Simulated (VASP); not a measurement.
All values below come from PBEsol GGA, VASP's PBE PAW potentials (set 64) (plane waves; VASP 6.6.1).

A VASP calculation is set up with these files.

### POSCAR
```
ZnS
1.0
  3.7841359114   0.0000000000   0.0000000000
 -1.8920679557   3.2771575867   0.0000000000
  0.0000000000   0.0000000000   6.1931842576
Zn S
2 2
Direct
  0.3333330000   0.6666670000   0.0000589959
  0.6666670000   0.3333330000   0.5000589959
  0.3333330000   0.6666670000   0.3749410041
  0.6666670000   0.3333330000   0.8749410041
```

**INCAR**
```
ALGO = Normal
EDIFF = 1E-6
EDIFFG = -0.02
ENCUT = 400
GGA = PS
IBRION = 2
ISIF = 3
ISMEAR = 0
LASPH = .TRUE.
LCHARG = .FALSE.
LMAXMIX = 4
LREAL = .FALSE.
LWAVE = .FALSE.
NELM = 100
NSW = 60
PREC = Accurate
SIGMA = 0.05
SYSTEM = ZnS
```

File KPOINTS:
```
Automatic mesh
0
Gamma
6 6 4
0 0 0
```

POTCAR, in this order: Zn S (PBE.64 set). Program: vasp_std.

The resulting files:

**OSZICAR**
```
       N       E                     dE             d eps       ncg     rms          rms(c)
DAV:   1     0.213190213896E+03    0.21319E+03   -0.15199E+04   924   0.165E+03
DAV:   2     0.249377608597E+01   -0.21070E+03   -0.20610E+03   990   0.341E+02
DAV:   3    -0.155911549019E+02   -0.18085E+02   -0.18020E+02  1122   0.107E+02
DAV:   4    -0.159703484413E+02   -0.37919E+00   -0.37880E+00  1062   0.163E+01
DAV:   5    -0.159777672663E+02   -0.74188E-02   -0.74181E-02  1128   0.222E+00    0.103E+01
DAV:   6    -0.151456499828E+02    0.83212E+00   -0.21938E+00  1300   0.477E+01    0.783E+00
DAV:   7    -0.151824612803E+02   -0.36811E-01   -0.20134E+00   954   0.834E+00    0.330E+00
DAV:   8    -0.151602497782E+02    0.22212E-01   -0.98337E-02  1270   0.447E+00    0.107E+00
DAV:   9    -0.151595680124E+02    0.68177E-03   -0.25031E-02  1276   0.266E+00    0.257E-01
DAV:  10    -0.151596793816E+02   -0.11137E-03   -0.12128E-03  1076   0.420E-01    0.187E-01
DAV:  11    -0.151598002208E+02   -0.12084E-03   -0.22275E-04  1072   0.219E-01    0.648E-02
DAV:  12    -0.151598051826E+02   -0.49618E-05   -0.58972E-05  1146   0.106E-01    0.220E-02
DAV:  13    -0.151598062260E+02   -0.10434E-05   -0.38306E-06  1034   0.181E-02    0.111E-02
DAV:  14    -0.151598071305E+02   -0.90454E-06   -0.15483E-06   766   0.227E-02
   1 F= -.15159807E+02 E0= -.15159807E+02  d E =-.151598E+02
       N       E                     dE             d eps       ncg     rms          rms(c)
DAV:   1    -0.151610592366E+02   -0.12530E-02   -0.21792E-02  1072   0.240E+00    0.261E-01
DAV:   2    -0.151600821928E+02    0.97704E-03   -0.49720E-03  1086   0.160E+00    0.107E-01
DAV:   3    -0.151599239747E+02    0.15822E-03   -0.28989E-04  1124   0.155E-01    0.536E-02
DAV:   4    -0.151598748233E+02    0.49151E-04   -0.54074E-05  1068   0.683E-02    0.225E-02
DAV:   5    -0.151598707377E+02    0.40855E-05   -0.12876E-05  1214   0.504E-02    0.541E-03
DAV:   6    -0.151598709017E+02   -0.16399E-06   -0.49551E-06   898   0.265E-02
   2 F= -.15159871E+02 E0= -.15159871E+02  d E =-.637712E-04
```

OUTCAR:
```
------------------------ aborting loop because EDIFF is reached ----------------------------------------
  FORCE on cell =-STRESS in cart. coord.  units (eV):
  Direction    XX          YY          ZZ          XY          YZ          ZX
  --------------------------------------------------------------------------------------
  Total       -0.0183491     -0.0183491      0.0072960      0.0000000      0.0000000      0.0000000
  in kB       -0.3821534     -0.3821534      0.1519531      0.0000000      0.0000000      0.0000000
  external PRESSURE =      -0.2041179 kB  Pullay stress =       0.0000000 kB
  volume of cell :       76.93
      direct lattice vectors                 reciprocal lattice vectors
     3.784700744  0.000000000 -0.000000000     0.264221683  0.152548471  0.000000000
    -1.892350372  3.277646746  0.000000000     0.000000000  0.305096942  0.000000000
     0.000000000 -0.000000000  6.201451594     0.000000000  0.000000000  0.161252569
  FREE ENERGIE OF THE ION-ELECTRON SYSTEM (eV)
  ---------------------------------------------------
  free  energy   TOTEN  =       -15.1598709017 eV

  energy  without entropy=      -15.1598709017  energy(sigma->0) =      -15.15987090

 reached required accuracy - stopping structural energy minimisation
```
(Selected blocks of OUTCAR.)

**CONTCAR**
```
ZnS
   1.00000000000000
     3.7847007439118370    0.0000000000000000   -0.0000000000000000
    -1.8923503719559185    3.2776467458948981    0.0000000000000000
     0.0000000000000000   -0.0000000000000000    6.2014515938988826
  Zn              S
     2     2
Direct
     0.3333330000000032    0.6666669999999968    0.0001236465106829
     0.6666669999999968    0.3333330000000032    0.5001236465106829
     0.3333330000000032    0.6666669999999968    0.3748763534893171
     0.6666669999999968    0.3333330000000032    0.8748763534893171
```

**OUTCAR**
```
 val. band max:        2.2732595090   @ k =   0.0000   0.0000   0.0000

 cond. band min:       4.4371557486   @ k =   0.0000   0.0000   0.0000


 Fermi energy:         2.4811953866

 k-point     1 :       0.0000    0.0000    0.0000
  band No.  band energies     occupation
      1     -11.0893      2.00000
      2     -10.0902      2.00000
      3      -4.2061      2.00000
      4      -4.1932      2.00000
      5      -4.1932      2.00000
      6      -4.1085      2.00000
      7      -4.1085      2.00000
      8      -3.7256      2.00000
      9      -3.7256      2.00000
     10      -3.6415      2.00000
     11      -3.6415      2.00000
     12      -3.4974      2.00000
     13      -3.2660      2.00000
     14       1.3337      2.00000
     15       1.3337      2.00000
     16       2.1949      2.00000
     17       2.2732      2.00000
     18       2.2733      2.00000
     19       4.4372      0.00000
     20       5.2831      0.00000
     21       8.4709      0.00000
     22       8.4709      0.00000

 k-point     2 :       0.1667   -0.0000    0.0000
  band No.  band energies     occupation
      1     -10.8964      2.00000
      2      -9.9851      2.00000
      3      -4.2132      2.00000
      4      -4.1672      2.00000
      5      -4.1570      2.00000
      6      -4.0858      2.00000
      7      -4.0536      2.00000
      8      -3.7522      2.00000
      9      -3.7309      2.00000
     10      -3.7249      2.00000
     11      -3.6330      2.00000
     12      -3.4207      2.00000
     13      -2.9979      2.00000
     14       0.0576      2.00000
     15       0.9160      2.00000
     16       0.9171      2.00000
     17       1.9339      2.00000
     18       2.0360      2.00000
     19       5.5994      0.00000
     20       6.2512      0.00000
     21       7.9530      0.00000
     22       8.9546      0.00000

 k-point     3 :       0.3333    0.0000    0.0000
  band No.  band energies     occupation
      1     -10.4307      2.00000
...
```

The structure was generated: ZnS was put into the wurtzite type (P6_3mc), which need not be its known phase. This run relaxes it. Symmetry was kept, so distortions that lower it aren't found. The start is the result of an earlier pass.
